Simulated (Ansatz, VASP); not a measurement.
# Al3InAs4 in two plane-wave programs, part 2 of 2

One calculation is typed for both programs; each brings its own data sets. How far apart do they land? The cell is invented: As first built, before any earlier steps moved the atoms (in the runner's words): In for Ga, As for N in the Al3GaN4 structure of space group Pm. It may not be a known or stable phase. The cell is taken from a series of runs on this material, whose earlier steps may have relaxed, scaled, displaced or heated it; both programs get it as it stands.

VASP 6.6.1 and Ansatz 0.2.0.

So far. Step 2 (VASP: single point, PBE, pair 1): The run ends at a pressure of 0.09 GPa, with forces up to 0.0027 eV/Å.

### Step 6. VASP: single point, PBE, pair 2

Level of this step: PBE; plane waves and PAW (Al, In_d, As); invented cell (VASP).

The same cell, functional and mesh now go to VASP, with its own data sets.

INCAR

```
SYSTEM = Al3InAs4
PREC = Accurate
ENCUT = 400
EDIFF = 1E-06
NELM = 120
ISMEAR = 0
SIGMA = 0.01
LREAL = .FALSE.
ALGO = Normal
GGA = PE
NBANDS = 29
LORBIT = 11
LWAVE = .FALSE.
LCHARG = .FALSE.
ISIF = 2
LASPH = .TRUE.
GGA_COMPAT = .FALSE.
EFERMI = MIDGAP
KPAR = 2
```

POSCAR

```
Al3InAs4
1.0
    6.7701651042      0.0000000000     -0.0005982461
    0.0000000000      4.1183439943      0.0000000000
   -0.0051526866      0.0000000000      7.1317641573
Al In As
3 1 4
Direct
    0.4977840081      0.5000000000      0.1675247044
    0.9985977935      0.5000000000      0.8379708255
    0.9982247364      0.0000000000      0.3290934970
    0.4955200033      0.0000000000      0.6648079057
    0.1027039228      0.0000000000      0.6656288565
    0.1277402494      0.5000000000      0.1683997826
    0.6336467161      0.5000000000      0.8498220559
    0.6293815704      0.0000000000      0.3167533724
```

KPOINTS

```
Automatic mesh
0
Gamma
4 6 4
0 0 0
```

The projector-augmented-wave data sets are Al, In_d and As (PBE family, release 64).

On the command line:

```console
> mpirun -np 2 vasp_std
```

Numbers of over 12 decimals in the logs are rounded to 6 here.

What it wrote:

```text
[... set-up lines as in an earlier step ...]
 entering main loop
       N       E                     dE             d eps       ncg     rms          rms(c)
DAV:   1     0.218336608009E+03    0.21834E+03   -0.14479E+04  2320   0.106E+03
DAV:   2    -0.132345069505E+02   -0.23157E+03   -0.22198E+03  2589   0.246E+02
DAV:   3    -0.359248203574E+02   -0.22690E+02   -0.22409E+02  2942   0.839E+01
DAV:   4    -0.366555201774E+02   -0.73070E+00   -0.72898E+00  2962   0.172E+01
DAV:   5    -0.366822249011E+02   -0.26705E-01   -0.26701E-01  3491   0.311E+00    0.707E+00
DAV:   6    -0.358234397699E+02    0.85879E+00   -0.15294E+00  3520   0.116E+01    0.427E+00
DAV:   7    -0.357161520530E+02    0.10729E+00   -0.80698E-01  3374   0.425E+00    0.122E+00
[... 1 cycle as in an earlier step ...]
DAV:   9    -0.357172507156E+02   -0.33787E-02   -0.79451E-03  2764   0.634E-01    0.159E-01
DAV:  10    -0.357174408655E+02   -0.19015E-03   -0.66051E-04  3442   0.191E-01    0.123E-01
DAV:  11    -0.357177283265E+02   -0.28746E-03   -0.44461E-04  2610   0.117E-01    0.666E-02
DAV:  12    -0.357177355854E+02   -0.72589E-05   -0.28468E-05  3316   0.400E-02    0.430E-02
[... 1 cycle as in an earlier step ...]
DAV:  14    -0.357177409477E+02   -0.23895E-05   -0.58446E-06  2519   0.131E-02    0.483E-03
DAV:  15    -0.357177412568E+02   -0.30909E-06   -0.21636E-07  1743   0.323E-03
   1 F= -.35717741E+02 E0= -.35717741E+02  d E =0.000000E+00
```

Parts of OUTCAR (step 6):

```text
  Total        0.1068054      0.1041622      0.1323005      0.0000000      0.0000000      0.0012879
  in kB        0.8605672      0.8392706      1.0659900      0.0000000      0.0000000      0.0103771
  external PRESSURE =       0.9219426 kB  Pullay stress =       0.0000000 kB

 POSITION                                       TOTAL-FORCE (eV/Angst)
 -----------------------------------------------------------------------------------
      3.36922      2.05917      1.19445         0.000519      0.000000      0.001076
      6.75635      2.05917      5.97561         0.001827      0.000000      0.000709
      6.75645      0.00000      2.34642         0.001641      0.000000     -0.001222
      3.35133      0.00000      4.74096         0.001229      0.000000      0.000414
      0.69189      0.00000      4.74705         0.001480      0.000000     -0.000630
      0.86395      2.05917      1.20091        -0.001683      0.000000      0.000480
      4.28551      2.05917      6.06035        -0.002629      0.000000     -0.000534
      4.25939      0.00000      2.25863        -0.002384      0.000000     -0.000292
 -----------------------------------------------------------------------------------
    total drift:                               -0.000013     -0.000000      0.000237

  FREE ENERGIE OF THE ION-ELECTRON SYSTEM (eV)
  ---------------------------------------------------
  free  energy   TOTEN  =       -35.7177412568 eV

  energy  without entropy=      -35.7177412568  energy(sigma->0) =      -35.71774126

[... 1 part as in an earlier step ...]

[... 2 further parts left out ...]
[key lines of the parts left out:]
E-fermi :   4.4452
```

The run ends at a pressure of 0.09 GPa, with forces up to 0.0027 eV/Å.

### Step 7. Side by side

What differs besides the data sets and the points named for the pairs above, as far as they apply: the data sets hold 82 valence electrons in Ansatz (on its default PAW (the set named soft_2) files) and 42 in VASP. Total energies have different zeros and are not compared.

Compared:

```tsv
quantity	Ansatz	VASP	difference
gap on the k mesh (eV)	1.007	1.010	-0.003
```

A gap on the mesh is an upper bound, since the band edges may lie between its points.

### Step 8. Ansatz: single point, r2SCAN

A single point gives forces, pressure and levels at one fixed geometry, so differences don't come from the geometry; what else differs is listed under the comparison.

The cell is taken from a series of runs on this material, whose earlier steps may have relaxed, scaled, displaced or heated it; both programs get it as it stands.

input.yaml

```yaml
crystal:
  lattice:
    - [6.770165131, 0.0, 0.0]
    - [0.0, 4.118343994, 0.0]
    - [-0.005782885, 0.0, 7.131763674]
  atoms:
    - { symbol: Al, position: [0.4977840081, 0.5, 0.1675247044] }
    - { symbol: Al, position: [0.9985977935, 0.5, 0.8379708255] }
    - { symbol: Al, position: [0.9982247364, 0.0, 0.329093497] }
    - { symbol: In, position: [0.4955200033, 0.0, 0.6648079057] }
    - { symbol: As, position: [0.1027039228, 0.0, 0.6656288565] }
    - { symbol: As, position: [0.1277402494, 0.5, 0.1683997826] }
    - { symbol: As, position: [0.6336467161, 0.5, 0.8498220559] }
    - { symbol: As, position: [0.6293815704, 0.0, 0.3167533724] }
kpoints:
  mp_grid: { grid: [4, 6, 4] }
scf:
  occupations: { method: fixed }
hamiltonian:
  xc: r2scan
output:
  eigenvalues: true
  transmission:
    leads: [[0, 0]]
    kpoints: [[0.0, 0.0], [0.5, 0.0]]
    e_range: [-1.0, 2.55]
    de: 0.06
```

On the command line:

```console
> ansatz run input.yaml --threads 2 --pin off --max-ram 4096MiB --backend cpu --events-out ev --progress --plain --runs-dir out
```

What it wrote:

```text
[...]
Crystal: 8 atoms, lattice volume = 198.847 Å³
Basis set: ecut = 500 eV, 5073 PW (Γ), exchange–correlation on 200×128×216 points (64 copies of the dense FFT grid, shifted against one another)
Bands: 50, of which v1, the nominal top of the filled ones, is band 41 counted from 1 (40 counted from 0)
Symmetry: 2 space group operations
[...]
k-points: 40 of 96 (time reversal used)
[...]
k-point 39: bands = [... 37 lower, 4.4179, 4.6026, 4.8117, 4.8644, 8.0048, 8.3973, 8.4354, 8.5563, ... 5 higher]
--- Transmission ---
  basis      : 295 plane waves across, 10 finite elements along
  points     : 2, as listed
[...]
crystal 0  : Al3As4In1, at the sites [0, 0], period 7.1318 Å: whole cells are its period
[...]
channels       : 0.000000e0 a spin
[...]
slowest decay  : 0.1047 /Å at (0.0000, 0.0000)
[key lines of the parts left out:]
SCF converged after 7 iterations
Free energy (F): -26695.717556 eV
Fermi energy:    6.357180 eV
```

### Step 9. VASP: single point, r2SCAN

The same cell, functional and mesh now go to VASP, with its own data sets.

INCAR

```
SYSTEM = Al3InAs4
PREC = Accurate
ENCUT = 440
EDIFF = 1E-06
NELM = 120
ISMEAR = 0
SIGMA = 0.01
LREAL = .FALSE.
ALGO = Normal
METAGGA = R2SCAN
LASPH = .TRUE.
NBANDS = 29
LORBIT = 11
LWAVE = .FALSE.
LCHARG = .FALSE.
ISIF = 2
GGA_COMPAT = .FALSE.
EFERMI = MIDGAP
LMIXTAU = .TRUE.
KPAR = 2
```

Changes to POSCAR since step 6:

```diff
@@ -2,5 +2,5 @@
 1.0
-    6.7701651042      0.0000000000     -0.0005982461
-    0.0000000000      4.1183439943      0.0000000000
-   -0.0051526866      0.0000000000      7.1317641573
+    6.7701651310      0.0000000000      0.0000000000
+    0.0000000000      4.1183439940      0.0000000000
+   -0.0057828850      0.0000000000      7.1317636740
 Al In As
```

KPOINTS is that of step 6.

On the command line:

```console
> mpirun -np 2 vasp_std
```

What it wrote:

```text
[banner, memory and clock lines left out]
running    2 mpi-ranks, on    1 nodes
[...]
|                                                                             |
|               ----> ADVICE to this user running VASP <----                  |
|                                                                             |
|     You enforced a specific xc type in the INCAR file but a different       |
|     [... a line on the potential file left out ...]
|     I HOPE YOU KNOW WHAT YOU ARE DOING!                                     |
|                                                                             |

 LDA part: xc-table for (None), standard interpolation
 POSCAR, INCAR and KPOINTS ok, starting setup
[...]
entering main loop
       N       E                     dE             d eps       ncg     rms          rms(c)
DAV:   1     0.163684181625E+03    0.16368E+03   -0.15707E+04  2320   0.117E+03
DAV:   2    -0.863977668527E+02   -0.25008E+03   -0.23891E+03  2537   0.263E+02
DAV:   3    -0.112236293710E+03   -0.25839E+02   -0.25529E+02  2920   0.915E+01
DAV:   4    -0.113125162301E+03   -0.88887E+00   -0.88700E+00  2952   0.191E+01
[...]
DAV:  18    -0.105951150752E+03   -0.97559E-05   -0.35871E-05  2691   0.443E-02    0.673E-03
DAV:  19    -0.105951156606E+03   -0.58535E-05   -0.12097E-05  2605   0.377E-02    0.285E-03
DAV:  20    -0.105951157125E+03   -0.51962E-06   -0.29331E-06  2240   0.106E-02
   1 F= -.10595116E+03 E0= -.10595116E+03  d E =0.000000E+00
```

From OUTCAR (step 9):

```text
  Total       -2.4274673     -2.4832364     -2.4193059      0.0000000      0.0000000      0.0044154
  in kB      -19.5589322    -20.0082832    -19.4931736      0.0000000      0.0000000      0.0355766
  external PRESSURE =     -19.6867963 kB  Pullay stress =       0.0000000 kB

 POSITION                                       TOTAL-FORCE (eV/Angst)
 -----------------------------------------------------------------------------------
      3.36911      2.05917      1.19475         0.026717      0.000000     -0.024171
      6.75583      2.05917      5.97621        -0.031527      0.000000     -0.010513
      6.75624      0.00000      2.34702        -0.010745      0.000000      0.010271
      3.35091      0.00000      4.74125         0.021464      0.000000      0.020782
      0.69147      0.00000      4.74711         0.039114      0.000000      0.005020
      0.86385      2.05917      1.20099        -0.000159      0.000000     -0.006318
      4.28498      2.05917      6.06073        -0.027929      0.000000     -0.028399
      4.25919      0.00000      2.25901        -0.016936      0.000000      0.033328
 -----------------------------------------------------------------------------------
    total drift:                                0.007194     -0.000000     -0.000111

  FREE ENERGIE OF THE ION-ELECTRON SYSTEM (eV)
  ---------------------------------------------------
  free  energy   TOTEN  =      -105.9511571254 eV

  energy  without entropy=     -105.9511571254  energy(sigma->0) =     -105.95115713

[... 1 part as in an earlier step ...]

[... 2 further parts left out ...]
[key lines of the parts left out:]
E-fermi :   4.4962
```

The run ends at a pressure of -1.97 GPa, with forces up to 0.040 eV/Å.

### Step 10. Side by side

What differs besides the data sets and the points named for the pairs above, as far as they apply: VASP keeps PBE cores, Ansatz makes them for the functional; the data sets hold 82 valence electrons in Ansatz (on its default PAW (the set named soft_2) files) and 42 in VASP; the cutoff is 500 eV in Ansatz and 440 eV in VASP. Total energies have different zeros and are not compared.

Compared:

```tsv
quantity	Ansatz	VASP	difference
gap on the k mesh (eV)	1.546	1.543	+0.003
```

A gap on the mesh is an upper bound, since the band edges may lie between its points.

### Step 11. Results

| Item | Value |
| --- | --- |
| difference in gap on the k mesh (single point, PBE, pair 1) | -0.0026 eV |
| difference in gap on the k mesh (single point, PBE, pair 2) | -0.0026 eV |
| difference in gap on the k mesh (single point, r2SCAN) | 0.0032 eV |

What this shows: The difference in gap on the k mesh is 0.0032 eV (single point, r2SCAN), within the 0.08 eV picked in this series as the mark of a large difference. The data sets hold unlike numbers of valence electrons (82 in Ansatz and 42 in VASP), so part of the differences comes from the potentials. 1 further run of this series is not shown here. Such differences can come from data sets, numerical settings and the points named under the comparisons, not from the functional's error against experiment.

[Lines on the potential files, build, host, timing and source positions are cut from VASP's logs without a mark.]

[Logs are printed without paths, hosts, clocks, repeated set-up lines and the standing remarks that a program may print on its own settings, such as how far it seeks lower states.]

[Hosts, paths, dates, database ids (printed as entryN), source tags and the programs' standing remarks are cut or masked in the printed files.]
